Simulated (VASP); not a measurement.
Set up this calculation in VASP 6.6.1, as the native input.

```yaml
Task: single point
Functional: LDA
Potentials_or_basis: VASP PAW LDA potentials, release 54 (Hf_pv, Ru_pv)
Cutoff: 520 eV
k_mesh: 7 × 7 × 7
Occupations: gaussian, width 0.05 eV
Spin: no spin polarisation
Further_INCAR_settings: ALGO = Normal; EDIFF = 1e-07; NBANDS = 34
```

The structure of HfRu3 lies in POSCAR:

```
HfRu3
1.0
    3.9557730000      0.0000000000      0.0000000000
    0.0000000000      3.9557730000      0.0000000000
    0.0000000000      0.0000000000      3.9557730000
Hf Ru
1 3
Cartesian
    0.0000000000      0.0000000000      0.0000000000
    0.0000000000      1.9778865000      1.9778865000
    1.9778865000      0.0000000000      1.9778865000
    1.9778865000      1.9778865000      0.0000000000
```

The cell comes from a database or a generator and needn't be the stable form of this composition.

These files were run (other wordings do the same):

INCAR

```
  ALGO = Normal
  EDIFF = 1E-7
  ENCUT = 520
  ISIF = 2
  ISMEAR = 0
  LASPH = T
  LCHARG = T
  LELF = T
  LREAL = F
  LVHAR = T
  LWAVE = F
  NBANDS = 34
  NELM = 80
  PREC = Accurate
  SIGMA = 0.05
```

KPOINTS

```
k-points
0
Gamma
  7 7 7
```

Potentials or basis: VASP PAW LDA potentials, release 54 (Hf_pv, Ru_pv).

Run with:

```sh
$ cat potpaw_LDA.54/Hf_pv/POTCAR potpaw_LDA.54/Ru_pv/POTCAR > POTCAR
$ mpirun -np 1 vasp_std > vasp.out
```

It gave:

```json
{
  "Pressure": "-15.1 GPa",
  "Band gap on the k mesh": "none (metal or under the smearing width)"
}
```

Caveat: so large a pressure means that the cell lies far from this level's equilibrium, or that cutoff or potentials fall short.

Wall time 28 s on 1 thread of Intel(R) Xeon(R) Platinum 8488C (Sapphire Rapids) (shared host), peak memory 0.16 GiB.
